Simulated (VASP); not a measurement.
The system is TiMoSe3.

```xyz
5
Lattice="3.4500 0.0000 0.0000 -1.7250 2.9878 0.0000 0.0000 0.0000 10.4000" Properties=species:S:1:pos:R:3 pbc="T T T"
Ti    0.0000    0.0000    4.8360
Mo    1.7250    0.9959    1.6848
Se    1.7250    0.9959    6.2400
Se    0.0000    1.9919    3.3696
Se    0.0000    1.9919    0.0000
```

The cell was built by a generator and needn't be a form met in nature.

* Program: VASP 6.6.1
* Task: relaxation of cell and atoms
* Functional: PBE
* Potentials or basis: VASP PAW PBE potentials, release 64 (Ti_sv, Mo_sv, Se)
* Cutoff: 520 eV
* k mesh: 5 × 5 × 2
* Occupations: gaussian, width 0.15 eV
* Spin: no spin polarisation

At the start: pressure 6.0 GPa; volume 21.44 Å³/atom.

Task: Where does the relaxation end?

Result: Over 13 steps the energy falls by 118.0 meV/atom and the volume is 22.45 Å³/atom (+4.7 %); space group P3m1 (No. 156, to 0.05 Å).

The path:
```csv
step,energy change (eV),largest force (eV/Å),pressure (GPa),volume (Å³)
1,0.0000,2.0946,6.04,107.20
2,-0.2513,1.3092,-5.31,120.22
3,-0.3080,1.1618,-2.59,116.06
4,-0.4697,0.5263,-0.34,114.48
5,-0.4726,0.5638,-0.01,114.28
6,-0.5408,0.4596,0.12,113.77
7,-0.5793,0.3689,0.54,112.87
8,-0.5804,0.3459,0.55,112.69
9,-0.5770,0.3614,-1.42,114.32
10,-0.5853,0.1777,-0.36,113.38
11,-0.5883,0.1134,-0.11,112.76
12,-0.5889,0.0983,0.15,112.22
13,-0.5902,0.0181,0.00,112.27
```

Final structure:
```
CELL_PARAMETERS angstrom
3.35821 0.00000 0.00000
-1.67910 2.90829 0.00000
0.00000 0.00000 11.49532
ATOMIC_POSITIONS crystal
Ti 0.00000 0.00000 0.47397
Mo 0.66667 0.33333 0.14712
Se 0.66667 0.33333 0.61280
Se 0.33333 0.66667 0.31187
Se 0.33333 0.66667 0.00524
```

Caveat: the k mesh is coarse (spacing up to 0.42 Å⁻¹), so the values aren't converged; this functional lacks dispersion, which binds the layers, so the pressure and a relaxed spacing across them are unreliable.
